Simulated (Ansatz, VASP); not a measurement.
# CSe2 (fluorite type (invented)) in two plane-wave programs

One calculation is typed for both programs; each brings its own data sets. How far apart do they land? The cell is generated by rule, not measured, and may not be a known phase. The cell is taken from a series of runs on this material, whose earlier steps may have relaxed, scaled, displaced or heated it; both programs get it as it stands.

Program: Ansatz 0.2.0. Level of theory: plane waves, with VASP 6.6.1 beside it; relaxation of cell and atoms at PBEsol. Results are calculated unless marked as measured.

## 1. The structure

The structure is cubic, space group Fm-3m (No. 225). The conventional cell has a = 5.833 Å, b = 5.833 Å, c = 5.833 Å, α = 90.00°, β = 90.00°, γ = 90.00°. Nearest to C lie 8 Se at 2.53 Å. Se has 4 C at 2.53 Å nearest. Farther neighbours and most contacts between anions are not listed.

Structure file:

```xyz
3
Lattice="0.0000 2.9166 2.9166 2.9166 0.0000 2.9166 2.9166 2.9166 0.0000" Properties=species:S:1:pos:R:3 pbc="T T T"
C     0.0000    0.0000    0.0000
Se    1.4583    1.4583    1.4583
Se    4.3748    4.3748    4.3748
```

## 2. VASP: relaxation of cell and atoms, PBEsol

The relaxed volume is the usual yardstick between codes: in a stiff, nearly cubic crystal its relative difference is about their pressure difference at one cell divided by the bulk modulus.

Lines of VASP's logs that name or quote its potential files are left out, and so is its time.

INCAR reads:

```
SYSTEM = CSe2
PREC = Accurate
ENCUT = 600
EDIFF = 1E-07
NELM = 120
ISMEAR = 0
SIGMA = 0.1
LREAL = .FALSE.
ALGO = Normal
GGA = PS
NBANDS = 14
LORBIT = 11
LWAVE = .FALSE.
LCHARG = .FALSE.
ISIF = 3
IBRION = 2
NSW = 80
EDIFFG = -0.005
LASPH = .TRUE.
GGA_COMPAT = .FALSE.
NELMIN = 4
```

POSCAR reads:

```
CSe2
1.0
    0.0000000000      2.9165640000      2.9165640000
    2.9165640000      0.0000000000      2.9165640000
    2.9165640000      2.9165640000      0.0000000000
C Se
1 2
Direct
    0.0000000000      0.0000000000      0.0000000000
    0.2500000000      0.2500000000      0.2500000000
    0.7500000000      0.7500000000      0.7500000000
```

KPOINTS reads:

```
Automatic mesh
0
Gamma
12 12 12
0 0 0
```

Potentials, in the order of the species: C and Se (PBE family, release 64).

On the command line:

```
$ mpirun -np 1 vasp_std
```

Numbers of over 12 decimals in the logs are rounded to 6 here.

The log of the run:

```text
[banner, memory and clock lines left out]
running    1 mpi-ranks, on    1 nodes
 distrk:  each k-point on    1 cores,    1 groups
 distr:  one band on    1 cores,    1 groups

 POSCAR found type information on POSCAR C Se
 POSCAR found :  2 types and       3 ions
|                                                                             |
|               ----> ADVICE to this user running VASP <----                  |
|                                                                             |
|     You enforced a specific xc type in the INCAR file but a different       |
|     [... a line on the potential file left out ...]
|     I HOPE YOU KNOW WHAT YOU ARE DOING!                                     |
|                                                                             |

 LDA part: xc-table for (Slater+PW92), standard interpolation
 POSCAR, INCAR and KPOINTS ok, starting setup
 FFT: planning ... GRIDC
 FFT: planning ... GRID_SOFT
 FFT: planning ... GRID
 WAVECAR not read
 entering main loop
       N       E                     dE             d eps       ncg     rms          rms(c)
DAV:   1     0.605109094925E+02    0.60511E+02   -0.75930E+03  2016   0.114E+03
DAV:   2    -0.832868057830E+01   -0.68840E+02   -0.62777E+02  2720   0.164E+02
DAV:   3    -0.120057638895E+02   -0.36771E+01   -0.36142E+01  2394   0.404E+01
DAV:   4    -0.120336817545E+02   -0.27918E-01   -0.27892E-01  2544   0.404E+00
DAV:   5    -0.120338705916E+02   -0.18884E-03   -0.18883E-03  2484   0.334E-01    0.657E+00
DAV:   6    -0.118718788003E+02    0.16199E+00   -0.66314E-01  2540   0.579E+00    0.369E+00
DAV:   7    -0.118322070135E+02    0.39672E-01   -0.10747E-01  2286   0.243E+00    0.272E+00
DAV:   8    -0.118315073092E+02    0.69970E-03   -0.44584E-02  2174   0.140E+00    0.582E-01
DAV:   9    -0.118284487810E+02    0.30585E-02   -0.58343E-03  2434   0.514E-01    0.643E-02
DAV:  10    -0.118285090653E+02   -0.60284E-04   -0.72836E-04  2436   0.176E-01    0.244E-02
DAV:  11    -0.118285096048E+02   -0.53951E-06   -0.53162E-06  2614   0.182E-02    0.899E-03
DAV:  12    -0.118285084031E+02    0.12017E-05   -0.19050E-06  2388   0.100E-02    0.148E-03
DAV:  13    -0.118285083952E+02    0.78636E-08   -0.21896E-07  2196   0.365E-03
   1 F= -.11828508E+02 E0= -.11826617E+02  d E =-.118285E+02
 curvature:   0.00 expect dE= 0.000E+00 dE for cont linesearch  0.000E+00
 trial: gam= 0.00000 g(F)=  0.567E-48 g(S)=  0.179E-04 ort = 0.000E+00 (trialstep = 0.100E+01)
 search vector abs. value=  0.179E-04
 bond charge predicted
       N       E                     dE             d eps       ncg     rms          rms(c)
DAV:   1    -0.118285433032E+02   -0.34900E-04   -0.77770E-04  2052   0.170E-01    0.274E-02
DAV:   2    -0.118285221236E+02    0.21180E-04   -0.26157E-05  2124   0.350E-02    0.153E-02
DAV:   3    -0.118285153880E+02    0.67356E-05   -0.14295E-05  2190   0.219E-02    0.573E-03
DAV:   4    -0.118285148951E+02    0.49292E-06   -0.17122E-06  2376   0.802E-03    0.284E-03
DAV:   5    -0.118285149499E+02   -0.54774E-07   -0.81630E-08  1262   0.206E-03
   2 F= -.11828515E+02 E0= -.11826625E+02  d E =-.655464E-05
 trial-energy change:   -0.000007  1 .order   -0.000006   -0.000018    0.000005
 step:   0.7769(harm=  0.7769)  dis= 0.00000  next Energy=   -11.828515 (dE=-0.695E-05)
 reached required accuracy - stopping structural energy minimisation
```

OUTCAR, selected parts (step 2):

```text
ion  position               nearest neighbor table
   1  0.000  0.000  0.000-
   2  0.250  0.250  0.250-
   3  0.750  0.750  0.750-

  LATTYP: Found a face centered cubic cell.
 ALAT       =     5.8331280000

 Subroutine GETGRP returns: Found 48 space group operations
 (whereof 48 operations were pure point group operations)

The static configuration has the point symmetry O_h .

 Found     72 irreducible k-points:

   k-points           NKPTS =     72   k-points in BZ     NKDIM =     72   number of bands    NBANDS=     14

   dimension x,y,z NGX =    36 NGY =   36 NGZ =   36
   dimension x,y,z NGXF=    72 NGYF=   72 NGZF=   72

   ENCUT  =  600.0 eV  44.10 Ry    6.64 a.u.   8.24  8.24  8.24*2*pi/ulx,y,z

   NELECT =      16.0000    total number of electrons

 k-points in reciprocal lattice and weights: Automatic mesh
   0.00000000  0.00000000  0.00000000       0.001
   0.08333333  0.00000000  0.00000000       0.005
   0.16666667  0.00000000  0.00000000       0.005
   0.25000000  0.00000000  0.00000000       0.005
   0.33333333  0.00000000  0.00000000       0.005
   0.41666667  0.00000000  0.00000000       0.005
   0.50000000  0.00000000  0.00000000       0.002
   0.08333333  0.08333333  0.00000000       0.003
   0.16666667  0.08333333  0.00000000       0.014
[...]
-0.33333333  0.50000000  0.16666667       0.007
  -0.25000000  0.50000000  0.25000000       0.003

 average (electrostatic) potential at core
       1 -51.0838       2 -53.6454       3 -53.6454

 E-fermi :   5.6769

 k-point     1 :       0.0000    0.0000    0.0000
  band No.  band energies     occupation
    ...
      5       1.7940      2.00000
      6       1.7940      2.00000
      7       2.8731      2.00000
      8       2.8731      2.00000
      9       2.8731      2.00000
     10       7.3724      0.00000
     11       7.3724      0.00000
     12       7.3724      0.00000
     13      12.1728      0.00000
     14      12.1728      0.00000

 k-point     2 :       0.0833    0.0000    0.0000
  band No.  band energies     occupation
    ...
      5       1.6747      2.00000
      6       1.6747      2.00000
      7       2.9866      2.00000
      8       2.9866      2.00000
      9       3.5944      2.00000
     10       7.2713      0.00000
     11       7.2772      0.00000
     12       7.2772      0.00000
     13      12.5499      0.00000
     14      12.5499      0.00000

 k-point     3 :       0.1667    0.0000    0.0000
  band No.  band energies     occupation
    ...
      5       1.4468      2.00000
      6       1.4882      2.00000
      7       3.1590      2.00000
      8       3.1590      2.00000
      9       4.7204      2.00000
     10       7.1520      0.00000
     11       7.1577      0.00000
     12       7.1577      0.00000
     13      13.5340      0.00000
     14      13.5340      0.00000

  Total        0.0055270      0.0055270      0.0055270      0.0000000      0.0000000     -0.0000000
  in kB        0.1786311      0.1786311      0.1786311      0.0000000      0.0000000     -0.0000000
  external PRESSURE =       0.1786311 kB  Pullay stress =       0.0000000 kB

  energy-cutoff  :      600.00
  volume of cell :       49.57
      direct lattice vectors                 reciprocal lattice vectors
    -0.000000000  2.915661067  2.915661067    -0.171487696  0.171487696  0.171487696
     2.915661067  0.000000000  2.915661067     0.171487696 -0.171487696  0.171487696
     2.915661067  2.915661067  0.000000000     0.171487696  0.171487696 -0.171487696

 POSITION                                       TOTAL-FORCE (eV/Angst)
 -----------------------------------------------------------------------------------
      2.91566      0.00000      2.91566        -0.000000      0.000000     -0.000000
      1.45783      1.45783      1.45783         0.000000     -0.000000      0.000000
      4.37349      4.37349      4.37349         0.000000     -0.000000     -0.000000
 -----------------------------------------------------------------------------------
    total drift:                                0.000000      0.000000      0.000000

  FREE ENERGIE OF THE ION-ELECTRON SYSTEM (eV)
  ---------------------------------------------------
  free  energy   TOTEN  =       -11.8285149499 eV

  energy  without entropy=      -11.8247348341  energy(sigma->0) =      -11.82662489

 reached required accuracy - stopping structural energy minimisation

 total charge
# of ion       s       p       d       tot
------------------------------------------
    1        1.072   0.978   0.000   2.050
    2        1.552   2.020   0.070   3.642
    3        1.552   2.020   0.070   3.642
--------------------------------------------------
tot          4.176   5.018   0.140   9.335

[... 3 further parts left out ...]
```

## 3. Ansatz: relaxation of cell and atoms, PBEsol

Ansatz runs on its default PAW (the set named soft_2) files.

The same cell, functional, mesh and smearing now go to Ansatz, which takes its cutoff from its data sets.

input.yaml reads:

```yaml
crystal:
  lattice:
    - [0.0, 2.916564144, 2.916564144]
    - [2.916564144, 0.0, 2.916564144]
    - [2.916564144, 2.916564144, 0.0]
  atoms:
    - { symbol: C, position: [0.0, 0.0, 0.0] }
    - { symbol: Se, position: [0.25, 0.25, 0.25] }
    - { symbol: Se, position: [0.75, 0.75, 0.75] }
kpoints:
  mp_grid: { grid: [12, 12, 12] }
hamiltonian:
  xc: pbesol
scf:
  occupations: { method: gaussian, width: 0.1 }
output:
  forces: true
  stress: true
  eigenvalues: true
relax:
  adjacent_minimum: "off"
  f_tol: 0.005
  max_steps: 80
  cell: { stress_tol: 0.05 }
```

On the command line:

```
$ ansatz run input.yaml --threads 2 --pin off --max-ram 5120MiB --backend cpu --events-out ev --progress --plain --runs-dir out
```

The log of the run:

```text
Engine: ansatz 0.2.0, x86_64-unknown-linux-gnu
Pseudopotentials: kind: paw
Pseudopotential: C, paw, valence charge 4, recommended cutoff 420 eV (normal), C.paw.azcp
Pseudopotential: Se, paw, valence charge 16, recommended cutoff 420 eV (normal), Se.paw.azcp
Functional definition: PBEsol
  exchange = pbesol_x
  correlation = pbesol_c
Crystal: 3 atoms, lattice volume = 49.619 Å³
Basis set: ecut = 420 eV, 941 PW (Γ), exchange–correlation on 60×60×60 points (8 copies of the dense FFT grid, shifted against one another)
Bands: 22, of which v1, the nominal top of the filled ones, is band 18 counted from 1 (17 counted from 0)
Symmetry: 48 space group operations
Space group: Fm-3m (ITA 225), of the structure as read, at distance tolerance 3.7e-5 Å
k-points: 72 of 1728
Non-local potential: C, projectors of the file, l = 0: 2, l = 1: 2, l = 2: 1
Non-local potential: Se, projectors of the file, l = 0: 2, l = 1: 2, l = 2: 3, l = 3: 1
PAW form: soft (Blöchl's): semilocal exchange-correlation on the pseudo side does not see the compensation charge
PAW frozen core: C, regenerated for the run's functional, and the local potential with it (the file was generated under x = pbe(κ = 0.804, μ = 0.219515), c = pbe(β = 0.066725))
PAW frozen core: Se, regenerated for the run's functional, and the local potential with it (the file was generated under x = pbe(κ = 0.804, μ = 0.219515), c = pbe(β = 0.066725))
PAW one-centre angular grid: C, 110 points (default); XC on 64 Gauss nodes
PAW one-centre angular grid: Se, 590 points (default); XC on 64 Gauss nodes
Initial density: superposition of atomic densities (neutral atoms: chi_scale 0, normalization atom), corrected by the library's trained network
Initial wavefunctions: pseudopotential atomic-orbital guess
Functional: x = pbesol(κ = 0.804, μ = 0.123457), c = pbesol(β = 0.046)
SCF iter   1: F=—  HF=-11089.568735 eV  |F-HF|=—  |Δ(HF+E_count)|=         —  Δρ=7.02e-3  dr2=3.16e-2  ethr=1.77e-3  ⟨swp⟩=5.0  Hψ=6285  notcnv=0
preconditioner: auto → Kerker (q_TF=auto, 2.586 Å⁻¹)  [metal: Δε(μ)=0.100 eV  Ē_g=8.763 eV  σ=0.100 eV  W_gap=0.46  n_scr=14 (ndim 8)  ℏωp=21.1 eV  f_vac=0.023  D(μ)=0.77/eV (n_scr^D=0)]
SCF iter   2: F=—  HF=-11089.562111 eV  |F-HF|=—  |Δ(HF+E_count)|=   6.62e-3  Δρ=1.91e-3  dr2=1.87e-3  ethr=8.78e-5  ⟨swp⟩=1.0  Hψ=2161  notcnv=0
SCF iter   3: F=—  HF=-11089.562073 eV  |F-HF|=—  |Δ(HF+E_count)|=   3.78e-5  Δρ=8.85e-4  dr2=4.60e-4  ethr=5.20e-6  ⟨swp⟩=2.9  Hψ=2781  notcnv=0
SCF iter   4: F=—  HF=-11089.562187 eV  |F-HF|=—  |Δ(HF+E_count)|=   1.13e-4  Δρ=2.81e-4  dr2=7.31e-5  ethr=1.28e-6  ⟨swp⟩=2.9  Hψ=2931  notcnv=0
SCF iter   5: F=—  HF=-11089.562181 eV  |F-HF|=—  |Δ(HF+E_count)|=   5.45e-6  Δρ=1.42e-4  dr2=1.63e-5  ethr=2.03e-7  ⟨swp⟩=2.0  Hψ=2865  notcnv=0
SCF iter   6: F=—  HF=-11089.562186 eV  |F-HF|=—  |Δ(HF+E_count)|=   5.04e-6  Δρ=4.19e-5  dr2=1.07e-6  ethr=4.54e-8  ⟨swp⟩=2.0  Hψ=1916  notcnv=0
SCF iter   7: F=-11089.562186 eV  HF=-11089.562186 eV  |F-HF|=1.60e-8  |Δ(HF+E_count)|=   1.35e-7  Δρ=7.10e-6  dr2=2.77e-8  ethr=2.78e-10  ⟨swp⟩=3.6  Hψ=6289  notcnv=0
SCF 1 converged in 7 iterations: F = -11089.562186 eV  dr2 = 2.77e-8
  greatest PAW one-centre occupation: 1.000 electrons in one spin orbital (limit 2), on the Se atom at site 2 (counted from 0), in its partial waves of l = 2
relax step   1: F+E_penalty+E_count = -11089.56218621 eV  Δ(F+E_penalty+E_count) = +0.000e0 eV  max|allowed force component| = 3.084e-18 eV/Å  Δτ_max = 0.0000 Å  P = -0.148 GPa  Ω = 49.619 Å³  (7 SCF iters, dr2 threshold 1.00e-7 eV, accepted)
[...]
relax step   2: F+E_penalty+E_count = -11089.56228592 eV  Δ(F+E_penalty+E_count) = -9.971e-5 eV  max|allowed force component| = 9.714e-17 eV/Å  Δτ_max = 0.0000 Å  P = +0.066 GPa  Ω = 49.497 Å³  energy of the carried Pulay correction = +6.826e-5 eV  (5 SCF iters, dr2 threshold 5.51e-8 eV, accepted)
[...]
relax step   3: F+E_penalty+E_count = -11089.56227260 eV  Δ(F+E_penalty+E_count) = +1.332e-5 eV  max|allowed force component| = 2.467e-17 eV/Å  Δτ_max = 0.0000 Å  P = -0.000 GPa  Ω = 49.535 Å³  energy of the carried Pulay correction = +4.731e-5 eV  (4 SCF iters, dr2 threshold 1.08e-8 eV, accepted)
[...]
relax step   4: F+E_penalty+E_count = -11089.56222665 eV  Δ(F+E_penalty+E_count) = +4.594e-5 eV  max|allowed force component| = 4.086e-17 eV/Å  Δτ_max = 0.0000 Å  P = -0.001 GPa  Ω = 49.535 Å³  stress off target by 1.34e-3 GPa  SCF on the basis re-selected at this cell (its energy is not comparable with the rows above)  (5 SCF iters)
basis re-selected at this cell: Δ(F+E_penalty+E_count) = +4.594e-5 eV, ΔP = -0.001 GPa vs the last step (what re-selecting the basis moved, of the pressure what is left beyond the Pulay correction that the steps carried, after the strain that the cell walked since its last selection, with what the two solves' SCF thresholds leave and, on support functions, any second-order correction that the steps lacked; it is no m [...]
SCF converged after 5 iterations
Free energy (F): -11089.562227 eV
Harris-Foulkes:  -11089.562227 eV  (|F-HF|=3.64e-12)
Internal energy: -11089.558446 eV  (E = F + TS)
E sigma→0 (E₀):  -11089.560336 eV
Entropy (-TS):   -0.003781 eV (-1.260 meV/atom)
Fermi energy:    10.729807 eV
--- Per-component energies (eV) ---
  E_band       = -698.785991
  E_kinetic    = 309.651342
  E_local      = -4437.123359  (includes V_loc(G=0)·N_el)
  E_nonlocal   = -1152.189276
  E_hartree    = 2202.586449
  E_xc         = -251.190314
  E_vxc        = -251.263312  (∫ρ·V_xc dr)
  E_paw        = -3831.046087  (= ΣΔE_a)
  E_vpaw       = 426.966951  (= ΣTr[D̂ρ^β])
  E_aug_tail   = -0.001294  (compensation charges beyond the density's cutoff)
  E_ewald      = -3932.283909
  E_core_change = 2.038001  (= ΣΔE_core)
  E_smearing   = -0.003781  (= −TS)
  E_closure    = -0.000000  (closes the sum)
  Σ components = -11089.562227   (vs F -11089.562227, Δ=0.00e0)
--- Forces (eV/Å), atoms counted from 1 ---
  atom   1  C     -0.00000000     0.00000000    -0.00000000
  atom   2  Se    -0.00000000    -0.00000000     0.00000000
  atom   3  Se    -0.00000000     0.00000000    -0.00000000
  max |Σ_I F_I| component: 1.62e-17 eV/Å
--- Stress (GPa, compression-positive) ---
       -0.001339      -0.000000      -0.000000
       -0.000000      -0.001339      -0.000000
       -0.000000      -0.000000      -0.001339
  P = ⅓ Tr σ = -0.0013 GPa (-0.013 kbar)
--- Band table (eV; the first three rows and the last of 72) ---
  k-point 0: bands = [... 14 lower, 6.8463, 6.8463, 7.9254, 7.9254, 7.9254, 12.4264, 12.4264, 12.4264]
  k-point 1: bands = [... 14 lower, 6.7270, 6.7270, 8.0390, 8.0390, 8.6467, 12.3253, 12.3315, 12.3315]
  k-point 2: bands = [... 14 lower, 6.4991, 6.5401, 8.2114, 8.2114, 9.7726, 12.2060, 12.2123, 12.2123]
  k-point 71: bands = [... 14 lower, 7.1051, 7.1051, 8.4485, 11.5549, 12.8078, 13.0181, 13.1949, 13.1949]
--- Relaxed structure (3 steps of the walk, 3 accepted, 1 SCFs on fresh bases) ---
  F+E_penalty+E_count = -11089.56222665 eV   max|allowed force component| = 4.086e-17 eV/Å   (the final SCF, on the basis selected at the relaxed cell)
  cell:  # Å, volume = 49.5346 Å³
    - [0, 2.914918, 2.914918]
    - [2.914918, 0, 2.914918]
    - [2.914918, 2.914918, 0]
  atoms:
    - { symbol: C, position: [0, 0, 0] }
    - { symbol: Se, position: [0.25, 0.25, 0.25] }
    - { symbol: Se, position: [0.750000, 0.750000, 0.750000] }
```

In the SCF lines HF is the Harris–Foulkes energy and dr2 the Hartree energy of the density residual, in eV; the loop may stop once dr2 is under the threshold and the program's other checks hold. Hψ counts applications of the Hamiltonian.

## 4. Comparison

Known differences besides the potentials themselves: the data sets hold 36 valence electrons in Ansatz (on its default PAW (the set named soft_2) files) and 16 in VASP; the cutoff is 420 eV in Ansatz and 600 eV in VASP; Ansatz makes its cores anew for this functional, VASP keeps those of its PBE data sets; Ansatz adds a Pulay correction to the stress that steers its cell, VASP none. Total energies have different zeros and are not compared.

The two programs side by side:

```tsv
quantity	Ansatz	VASP	difference
volume (Å³)	49.53	49.57	-0.08 %
edge a after relaxation, in the typed setting (Å)	4.122	4.123	-0.03 %
```

## 5. Outcome

| Quantity | Value |
| --- | --- |
| difference in volume (relaxation of cell and atoms, PBEsol) | -0.076 % |

**Reading.** The difference in volume is -0.076 % (relaxation of cell and atoms, PBEsol), within the 1.2 % picked in this series as the mark of a large difference, as far as the stopping tolerances let one tell. The data sets hold unlike numbers of valence electrons (36 in Ansatz and 16 in VASP), so part of the differences comes from the potentials. 1 further run of this series is not shown here. Such differences can come from data sets, numerical settings and the points named under the comparisons, not from the functional's error against experiment.

[Lines on the potential files, build, host, timing and source positions are cut from VASP's logs without a mark.]

[Logs are printed without paths, hosts, clocks, repeated set-up lines and the standing remarks that a program may print on its own settings, such as how far it seeks lower states.]

[Hosts, paths, dates, database ids (printed as entryN), source tags and the programs' standing remarks are cut or masked in the printed files.]
